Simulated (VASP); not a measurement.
```xyz
2
Lattice="0.0000 3.3660 3.3660 3.3660 0.0000 3.3660 3.3660 3.3660 0.0000" Properties=species:S:1:pos:R:3 pbc="T T T"
K      0.0000     0.0000     0.0000
Br     3.3660     3.3660     3.3660
```

The base run (VASP): PBE GGA, plane waves, VASP's PBE PAW potentials (set 64). Run with 400 eV cut-off, 6×6×6 Γ-centred mesh, Gaussian smearing of 0.050 eV, potentials K_sv Br.

One setting is varied; ΔE counts from the base run. The base run took about 7 core-seconds. The timings are rough (shared machines, no repeats); factors under 2 mean little.

```tsv
setting	cost over the base run	electronic steps	ΔE (meV/atom)
base run	reference	13	0.0
AMIX = 0.2, BMIX = 0.0001, IMIX = 4	within a factor of 2	14	0.0
AMIX = 0.2, BMIX = 3.0, IMIX = 4	within a factor of 2	17	0.0
AMIX = 0.2, BMIX = 1.0, IMIX = 1	?	?	0.0
```

Task: Some entries are withheld; supply them.

Result: 
- AMIX = 0.2, BMIX = 1.0, IMIX = 1, cost over the base run: about 3 times
- AMIX = 0.2, BMIX = 1.0, IMIX = 1, electronic steps: 39

Left out are runs that failed, have no time on record or changed the cell.

The compound is KBr in the rock salt structure. The cell was not relaxed at this level.
